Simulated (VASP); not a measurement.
B2Pt: single point with PBE

B2Pt:

```
CELL_PARAMETERS angstrom
0.00000 3.23434 3.23434
3.23434 0.00000 3.23434
3.23434 3.23434 0.00000
ATOMIC_POSITIONS crystal
B 0.12500 0.12500 0.12500
B 0.62500 0.12500 0.12500
B 0.12500 0.12500 0.62500
B 0.12500 0.62500 0.12500
Pt 0.50000 0.50000 0.50000
Pt 0.75000 0.75000 0.75000
```

The cell was built by a generator and needn't be a form met in nature.

| Property | Result |
| --- | --- |
| Program | VASP 6.6.1 |
| Task | single point |
| Functional | PBE |
| Potentials or basis | VASP PAW PBE potentials, release 64 (B, Pt) |
| Cutoff | 520 eV |
| k mesh | 7 × 7 × 7 |
| Occupations | fermi-dirac, width 0.05 eV |
| Spin | no spin polarisation |
| Further INCAR settings | ALGO = Normal; EDIFF = 1e-07; NBANDS = 25 |

- Pressure: -27.6 GPa
- Band gap on the k mesh: none (metal or under the smearing width)

Levels at points of the mesh, in eV from the Fermi level:
| k point | band 14 | band 15 | band 16 | band 17 | band 18 | band 19 |
| --- | --- | --- | --- | --- | --- | --- |
| (0.00, 0.00, 0.00) | -0.98 | -0.98 | -0.80 | 0.76 | 0.76 | 0.76 |

It took 29 s on 1 thread of Intel(R) Xeon(R) Platinum 8488C (Sapphire Rapids), with other jobs on the host, peak memory 0.2 GiB.

Caveat: so large a pressure means that the cell lies far from this level's equilibrium, or that cutoff or potentials fall short. The run has no spin-orbit coupling, so splittings on Pt are missing.
